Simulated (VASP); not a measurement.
Computed with HSE06 screened hybrid, VASP's PBE PAW potentials (set 64) (plane waves; VASP).

VASP input:

File KPOINTS_OPT:
```
named points and PBE's band edges
6
Reciprocal
  0.000000   0.000000   0.000000 1 ! GAMMA
  0.500000   0.500000   0.500000 1 ! R
  0.500000   0.500000   0.000000 1 ! M
  0.000000   0.500000   0.000000 1 ! X
  0.000000   0.035710   0.000000 1 ! near an edge
  0.035710   0.035710   0.000000 1 ! near an edge
```

**INCAR**
```
ISIF=2
LCHARG=F
LMAXMIX=4
LWAVE=F
PRECFOCK=Fast
ENCUT=400
PREC=Accurate
SYSTEM=Be3CdTe4
EDIFF=1E-6
LREAL=F   ! projection in real space or not
GGA=PE   ! PBE
NELM=60
ALGO=Normal   ! blocked Davidson
LASPH=T
ISMEAR=0   ! Gaussian
AEXX=0.25
LHFCALC=T
SIGMA=0.05
ISYM=3
HFSCREEN=0.2   ! 1/Angstrom
```

**POSCAR**
```
Be3CdTe4
1
    5.9159501009     0.0000000000     0.0000000000
    0.0000000000     5.9159501009     0.0000000000
    0.0000000000     0.0000000000     5.9159501009
Cd Te Be
1 4 3
Direct
  1.0000000000   1.0000000000   1.0000000000
  0.2690474738   0.2690474738   0.2690474738
  0.7309525262   0.7309525262   0.2690474738
  0.7309525262   0.2690474738   0.7309525262
  0.2690474738   0.7309525262   0.7309525262
  0.5000000000   0.5000000000   1.0000000000
  0.5000000000   1.0000000000   0.5000000000
  1.0000000000   0.5000000000   0.5000000000
```

KPOINTS:
```
kpoints
0
gamma
4 4 4
0 0 0
```

POTCAR, in this order: Cd Te Be (PBE.64 set). Program: vasp_std. Read from the step before: WAVECAR.

What VASP printed:

### OUTCAR
```
 ion  position               nearest neighbor table
   1  0.000  0.000  0.000-   2 2.76   3 2.76   4 2.76   5 2.76
   2  0.269  0.269  0.269-   6 2.50   7 2.50   8 2.50   1 2.76
   3  0.731  0.731  0.269-   6 2.50   7 2.50   8 2.50   1 2.76
   4  0.731  0.269  0.731-   6 2.50   7 2.50   8 2.50   1 2.76
   5  0.269  0.731  0.731-   6 2.50   7 2.50   8 2.50   1 2.76
   6  0.500  0.500  0.000-   2 2.50   3 2.50   4 2.50   5 2.50
   7  0.500  0.000  0.500-   2 2.50   3 2.50   4 2.50   5 2.50
   8  0.000  0.500  0.500-   2 2.50   3 2.50   4 2.50   5 2.50
  LATTYP: Found a simple cubic cell.
 ALAT       =     5.9159501009
 Subroutine PRICEL returns:
 Original cell was already a primitive cell.
 Subroutine GETGRP returns: Found 24 space group operations
The static configuration has the point symmetry T_d .
The dynamic configuration has the point symmetry T_d .
 Subroutine INISYM returns: Found 24 space group operations
 Subroutine IBZKPT returns following result:
 Found     10 irreducible k-points:

 Following reciprocal coordinates:
            Coordinates               Weight
  0.000000  0.000000  0.000000      1.000000
  0.250000  0.000000  0.000000      6.000000
  0.500000  0.000000  0.000000      3.000000
...
```

**OSZICAR**
```
       N       E                     dE             d eps       ncg     rms          rms(c)
DAV:   1    -0.317761686570E+02   -0.31776E+02   -0.43342E+00   520   0.131E+01    0.194E+01
DAV:   2    -0.317978892650E+02   -0.21721E-01   -0.11784E-01   588   0.338E+00    0.127E+01
DAV:   3    -0.317952919378E+02    0.25973E-02   -0.10979E-02   700   0.740E-01    0.786E+00
DAV:   4    -0.317946897785E+02    0.60216E-03   -0.14138E-03   592   0.198E-01    0.472E+00
DAV:   5    -0.317945206290E+02    0.16915E-03   -0.24454E-04   600   0.722E-02    0.283E+00
DAV:   6    -0.317944731026E+02    0.47526E-04   -0.48964E-05   608   0.360E-02    0.169E+00
DAV:   7    -0.317944618195E+02    0.11283E-04   -0.11665E-05   622   0.191E-02    0.101E+00
DAV:   8    -0.317944624427E+02   -0.62313E-06   -0.38975E-06   574   0.111E-02
   1 F= -.31794462E+02 E0= -.31794462E+02  d E =-.890802E-14
       N       E                     dE             ncg
```

File OUTCAR:
```
------------------------ aborting loop because EDIFF is reached ----------------------------------------
  FORCE on cell =-STRESS in cart. coord.  units (eV):
  Direction    XX          YY          ZZ          XY          YZ          ZX
  --------------------------------------------------------------------------------------
  Total       -1.6662496     -1.6662496     -1.6662496      0.0000000      0.0000000     -0.0000000
  in kB      -12.8936877    -12.8936877    -12.8936877      0.0000000      0.0000000     -0.0000000
  external PRESSURE =     -12.8936877 kB  Pullay stress =       0.0000000 kB
  volume of cell :      207.05
      direct lattice vectors                 reciprocal lattice vectors
     5.915950101  0.000000000  0.000000000     0.169034556  0.000000000  0.000000000
     0.000000000  5.915950101  0.000000000     0.000000000  0.169034556  0.000000000
     0.000000000  0.000000000  5.915950101     0.000000000  0.000000000  0.169034556
 POSITION                                       TOTAL-FORCE (eV/Angst)
 -----------------------------------------------------------------------------------
      0.00000      0.00000      0.00000         0.000000      0.000000     -0.000000
      1.59167      1.59167      1.59167        -0.028827     -0.028827     -0.028827
      4.32428      4.32428      1.59167         0.028827      0.028827     -0.028827
      4.32428      1.59167      4.32428         0.028827     -0.028827      0.028827
      1.59167      4.32428      4.32428        -0.028827      0.028827      0.028827
      2.95798      2.95798      0.00000         0.000000      0.000000      0.000000
      2.95798      0.00000      2.95798        -0.000000     -0.000000      0.000000
      0.00000      2.95798      2.95798         0.000000      0.000000     -0.000000
 -----------------------------------------------------------------------------------
    total drift:                                0.000016      0.000005      0.000010
  FREE ENERGIE OF THE ION-ELECTRON SYSTEM (eV)
  ---------------------------------------------------
  free  energy   TOTEN  =       -31.7944624427 eV

  energy  without entropy=      -31.7944624427  energy(sigma->0) =      -31.79446244

  exchange ACFDT corr.  =         0.00000000  see jH, gK, PRB 81, 115126
```
(Selected blocks of OUTCAR.)

OUTCAR:
```
 val. band max:        3.4974925200   @ k =   0.0000   0.0000   0.0000

 cond. band min:       6.1423133550   @ k =   0.0000   0.0000   0.0000


 Fermi energy:         3.7510831343

 k-point     1 :       0.0000    0.0000    0.0000
  band No.  band energies     occupation
      1      -9.4512      2.00000
      2      -7.9500      2.00000
      3      -7.9500      2.00000
      4      -7.9500      2.00000
      5      -5.8847      2.00000
      6      -5.8847      2.00000
      7      -5.7664      2.00000
      8      -5.7664      2.00000
      9      -5.7664      2.00000
     10      -1.7735      2.00000
     11      -1.7735      2.00000
     12      -1.7122      2.00000
     13       0.8395      2.00000
     14       0.8395      2.00000
     15       0.8395      2.00000
     16       0.9229      2.00000
     17       0.9229      2.00000
     18       0.9229      2.00000
     19       3.4975      2.00000
     20       3.4975      2.00000
     21       3.4975      2.00000
     22       6.1423      0.00000
     23       6.3422      0.00000
     24       6.3422      0.00000
     25       6.3422      0.00000
     26       6.7486      0.00000

 k-point     2 :       0.2500    0.0000    0.0000
  band No.  band energies     occupation
      1      -9.2870      2.00000
      2      -8.1931      2.00000
      3      -7.9465      2.00000
      4      -7.9465      2.00000
      5      -5.8962      2.00000
      6      -5.8814      2.00000
      7      -5.8515      2.00000
      8      -5.7527      2.00000
      9      -5.7527      2.00000
     10      -1.6635      2.00000
     11      -1.5227      2.00000
     12      -1.0804      2.00000
     13       0.3910      2.00000
     14       0.5321      2.00000
     15       0.5348      2.00000
     16       0.5349      2.00000
     17       1.1966      2.00000
     18       1.1966      2.00000
     19       2.3219      2.00000
     20       3.0488      2.00000
     21       3.0488      2.00000
     22       6.4403      0.00000
...
```

Unless said otherwise, spin-orbit coupling is left out, though it shifts the bands of the heavy elements here.

The structure was generated: Be3CdTe4 was put into an ordered model structure (P-43m), which need not be its known phase. It was relaxed first.
